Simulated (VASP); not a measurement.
```
CELL_PARAMETERS angstrom
      3.52493     0.00000     0.00000
      0.00000     3.52493     0.00000
      0.00000     0.00000     5.12376
ATOMIC_POSITIONS crystal
  Hf 0.50000 0.50000 0.50000
  Hf 0.00000 0.00000 0.00000
  O  0.00000 0.50000 0.69721
  O  0.00000 0.50000 0.19721
  O  0.50000 0.00000 0.80279
  O  0.50000 0.00000 0.30279
```

These are PBE GGA, VASP's PBE PAW potentials (set 64) (plane waves; VASP) values and carry that method's errors. Settings: 400 eV cut-off, 8×8×5 Γ-centred mesh, Fermi-Dirac smearing of 0.010 eV, potentials Hf_pv O.

At this cut-off the stress carries a Pulay error, which pulls relaxed volumes low. Energy and stress use the plane-wave basis of the starting cell.

Task: The ions, cell shape and volume are relaxed. Predict the relaxed structure.

Result: 
```
CELL_PARAMETERS angstrom
      3.55581     0.00000     0.00000
      0.00000     3.55581     0.00000
      0.00000     0.00000     5.14198
ATOMIC_POSITIONS crystal
  Hf 0.50000 0.50000 0.50000
  Hf 0.00000 0.00000 0.00000
  O  0.00000 0.50000 0.70212
  O  0.00000 0.50000 0.20212
  O  0.50000 0.00000 0.79788
  O  0.50000 0.00000 0.29788
```
Space group P4_2/nmc (137), at a tolerance of 0.03 Å.

Task: How do energy and volume change from the first to the last step?

Result: The energy (σ→0) changes by -8.0 meV/atom and the volume by +2.1 %, in 13 ionic steps.

```tsv
step	E(σ→0) (eV)	max force (eV/Å)	pressure (GPa)	volume (Å³)
1	-60.6201	0.255	8.43	63.66
2	-60.4668	0.234	-16.22	68.95
3	-60.6647	0.079	-0.40	65.33
4	-60.6648	0.083	-0.05	65.28
5	-60.6659	0.071	-0.01	65.23
6	-60.6679	0.035	0.12	65.07
7	-60.6664	0.027	0.47	64.76
8	-60.6682	0.015	0.23	64.98
9	-60.6676	0.031	-0.89	65.18
10	-60.6684	0.000	-0.11	65.04
11	-60.6684	0.001	-0.12	65.04
12	-60.6683	0.001	0.30	64.95
13	-60.6684	0.000	0.00	65.01
```

The structure comes from a computed database's HfO2 entry; how it stands against other phases isn't given here. This run relaxes it. Symmetry was kept, so distortions that lower it aren't found. The run is one of a series of settings (EDIFFG = -0.01, IBRION = 2, ISIF = 3, NSW = 50 against the base run), some of them coarse on purpose.
